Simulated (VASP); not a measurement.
All values below come from RPBE GGA, VASP's PBE PAW potentials (set 64) (plane waves; VASP 6.6.1).

A VASP calculation is set up with these files.

### KPOINTS
```
k-points along high-symmetry lines
15
Line-mode
Reciprocal
  0.000000   0.000000   0.000000 ! GAMMA
  0.500000   0.000000   0.500000 ! X

  0.500000   0.000000   0.500000 ! X
  0.625000   0.250000   0.625000 ! U

  0.375000   0.375000   0.750000 ! K
  0.000000   0.000000   0.000000 ! GAMMA

  0.000000   0.000000   0.000000 ! GAMMA
  0.500000   0.500000   0.500000 ! L

  0.500000   0.500000   0.500000 ! L
  0.500000   0.250000   0.750000 ! W

  0.500000   0.250000   0.750000 ! W
  0.500000   0.000000   0.500000 ! X
```

POSCAR:
```
SrCl2
1
    0.0000000000     3.5924667295     3.5924667295
    3.5924667295     0.0000000000     3.5924667295
    3.5924667295     3.5924667295     0.0000000000
Sr Cl
1 2
Direct
  0.0000000000   0.0000000000   0.0000000000
  0.2500000000   0.2500000000   0.2500000000
  0.7500000000   0.7500000000   0.7500000000
```

**INCAR**
```
! general
SYSTEM   =  SrCl2
PREC     =  Accurate
ENCUT    =  520
LREAL    =  .FALSE.
LASPH    =  .TRUE.
ICHARG   =  11

! electronic loop
EDIFF    =  1E-7   ! SCF stop (eV)
NELM     =  100   ! most electronic steps
ALGO     =  Normal
LMAXMIX  =  4   ! l cut-off of mixed one-centre charges

! smearing
ISMEAR   =  0   ! Gaussian
SIGMA    =  0.05

! functional
GGA      =  RP   ! RPBE

! output
LWAVE    =  .FALSE.
LCHARG   =  .FALSE.
LORBIT   =  11
```

POTCAR, in this order: Sr_sv Cl (PBE.64 set). Program: vasp_std. Read from the step before: CHGCAR.

What VASP printed:

### OSZICAR
```
       N       E                     dE             d eps       ncg     rms          rms(c)
DAV:   1     0.151456303812E+03    0.15146E+03   -0.11426E+04  2880   0.132E+03
DAV:   2    -0.199830053490E+01   -0.15345E+03   -0.15026E+03  3872   0.248E+02
DAV:   3    -0.115687321957E+02   -0.95704E+01   -0.95617E+01  3904   0.658E+01
DAV:   4    -0.119493939300E+02   -0.38066E+00   -0.38057E+00  5224   0.102E+01
DAV:   5    -0.119518952019E+02   -0.25013E-02   -0.25012E-02  4040   0.798E-01
DAV:   6    -0.119519380804E+02   -0.42878E-04   -0.42878E-04  4456   0.989E-02
DAV:   7    -0.119519394534E+02   -0.13731E-05   -0.13730E-05  4360   0.156E-02
DAV:   8    -0.119519394998E+02   -0.46371E-07   -0.46409E-07  4464   0.273E-03
   1 F= -.11951939E+02 E0= -.11951939E+02  d E =-.143052E-19
```

OUTCAR:
```
 val. band max:       -0.2754536817   @ k =   0.5000   0.0000   0.5000

 cond. band min:       5.0534253288   @ k =   0.0000   0.0000   0.0000



 k-point     1 :       0.0000    0.0000    0.0000
  band No.  band energies     occupation
      1     -33.5373      2.00000
      2     -15.4929      2.00000
      3     -15.4929      2.00000
      4     -15.4929      2.00000
      5     -13.3137      2.00000
      6     -12.6408      2.00000
      7      -2.0777      2.00000
      8      -2.0777      2.00000
      9      -2.0777      2.00000
     10      -0.5721      2.00000
     11      -0.5721      2.00000
     12      -0.5721      2.00000
     13       5.0534      0.00000
     14       5.9824      0.00000
     15       5.9824      0.00000
     16       8.5633      0.00000

 k-point     2 :       0.0357    0.0000    0.0357
  band No.  band energies     occupation
      1     -33.5373      2.00000
      2     -15.4956      2.00000
      3     -15.4931      2.00000
      4     -15.4931      2.00000
      5     -13.3073      2.00000
      6     -12.6439      2.00000
      7      -2.0765      2.00000
      8      -2.0765      2.00000
      9      -2.0595      2.00000
     10      -0.6080      2.00000
     11      -0.5714      2.00000
     12      -0.5714      2.00000
     13       5.0899      0.00000
     14       5.9929      0.00000
     15       5.9946      0.00000
     16       8.4539      0.00000

 k-point     3 :       0.0714    0.0000    0.0714
  band No.  band energies     occupation
      1     -33.5372      2.00000
      2     -15.5035      2.00000
      3     -15.4938      2.00000
      4     -15.4938      2.00000
      5     -13.2886      2.00000
      6     -12.6530      2.00000
      7      -2.0727      2.00000
      8      -2.0727      2.00000
      9      -2.0050      2.00000
     10      -0.7111      2.00000
     11      -0.5694      2.00000
     12      -0.5694      2.00000
     13       5.1939      0.00000
     14       6.0242      0.00000
...
```

The density is held fixed in this step, so its total energy and stress have no physical meaning.

The compound is SrCl2 in the fluorite structure. It was relaxed first, which changed the volume by +9 %.
